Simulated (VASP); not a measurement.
Input:

```xyz
64
Lattice="10.9371 0.0000 0.0000 0.0000 10.9371 0.0000 0.0000 0.0000 10.9371" Properties=species:S:1:pos:R:3 pbc="T T T"
Si     5.4688     0.0015     0.0026
Si     6.8349     1.3655     1.3676
Si     8.2030     2.7331     0.0025
Si     9.5717     4.1017     1.3669
Si     8.2028    10.9370     2.7356
Si     9.5730     1.3657     4.1017
Si    10.9370    10.9368    10.9369
Si     1.3678     1.3678     1.3676
Si     2.7356     2.7349     0.0017
Si     4.1026     4.1020     1.3696
Si     5.4683     5.4679     0.0016
Si     6.8357     6.8358     1.3672
Si     8.2029     8.2028    10.9369
Si     9.5695     9.5698     1.3676
Si     2.7361     0.0027     2.7361
Si     4.1032     1.3707     4.1027
Si     5.4718     2.7326     2.7325
Si     6.8596     4.0832     4.0840
Si     8.2086     5.4701     2.7303
Si     9.5700     6.8371     4.1026
Si     5.4686     0.0004     5.4684
Si     6.8351     1.3676     6.8354
Si     8.2091     2.7291     5.4693
Si     9.5715     4.1010     6.8364
Si     8.2022     0.0002     8.2024
Si     9.5697     1.3676     9.5694
Si    10.9359     5.4683     0.0036
Si     1.3646     6.8350     1.3661
Si     2.7336     8.2037     0.0023
Si     4.1017     9.5739     1.3662
Si     0.0013     2.7353     2.7351
Si     1.3689     4.1024     4.1020
Si     2.7302     5.4701     2.7300
Si     4.0784     6.8624     4.0793
Si     5.4698     8.2098     2.7285
Si     6.8366     9.5694     4.1031
Si    10.9353    10.9365     5.4693
Si     1.3642     1.3636     6.8353
Si     2.7287     2.7296     5.4714
Si     4.0708     4.0778     6.8694
Si     6.8598     6.8583     6.8673
Si     8.2067     8.2060     5.4721
Si     9.5709     9.5724     6.8353
Si     2.7348     0.0004     8.2029
Si     4.1018     1.3645     9.5738
Si     5.4683     2.7281     8.2107
Si     6.8362     4.1003     9.5726
Si     8.2118     5.4664     8.2134
Si     9.5743     6.8359     9.5740
Si     0.0005     8.2033     2.7353
Si     1.3650     9.5746     4.1019
Si     0.0002     5.4684     5.4682
Si     1.3659     6.8369     6.8351
Si     2.7277     8.2106     5.4687
Si     4.1018     9.5706     6.8359
Si     0.0016     2.7340     8.2033
Si     1.3625     4.1011     9.5769
Si     2.7229     5.4723     8.2153
Si     4.1011     6.8376     9.5731
Si     5.4684     8.2111     8.2125
Si     6.8358     9.5748     9.5743
Si    10.9363     8.2036     8.2023
Si     1.3676     9.5700     9.5694
Ge     5.4630     5.4703     5.4780
```

Computed with HSE06 screened hybrid, VASP's PBE PAW potentials (set 64) (plane waves; VASP). Numerical set-up: PREC = Normal, LREAL = Auto, ISYM = 0, EDIFF = 1E-5, 400 eV cut-off, 1×1×1 Γ-centred mesh, Gaussian smearing of 0.050 eV, potentials Si Ge.

The supercell is sampled at Γ alone, which is coarse: total energies, pressure and levels can be off, energies of defects by several tenths of an eV.

Q: Estimate the energy per atom (σ→0), largest force.

A: 
The energy per atom (σ→0) is -6187 meV/atom and the largest force comes out as 0.123 eV/Å.

The cell is a supercell with a defect, built from Si (diamond): Ge_Si. The cell's shape comes from a PBE relaxation. The run is not spin-polarised, so no state with unpaired spins was tried.
